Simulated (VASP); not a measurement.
Input:

```
CELL_PARAMETERS angstrom
      3.04980     0.00000     0.00000
      0.00000     3.04980     0.00000
      0.00000     0.00000     3.04980
ATOMIC_POSITIONS crystal
  Al 0.50000 0.50000 0.50000
  Ru 0.00000 0.00000 0.00000
```

Calculation: PBE GGA, VASP's PBE PAW potentials (set 64) (plane waves; VASP). Run with 400 eV cut-off, KSPACING 0.25 per Å, first-order Methfessel-Paxton smearing of 0.10 eV, potentials Al Ru_pv.

**Question.** Give the stress tensor in GPa (positive for a compressed cell).

**Answer.** 
```
-8.98   0.00   0.00
 0.00  -8.98   0.00
 0.00   0.00  -8.98
```
The pressure is its mean diagonal, -8.98 GPa.

The compound is RuAl in the CsCl type structure. The cell was not relaxed at this level. The run is one of a series of settings (KGAMMA = .TRUE., KSPACING = 0.25, KPOINTS file removed against the base run), some of them coarse on purpose. The electron count is odd and the run is not spin-polarised, which forces a metal.
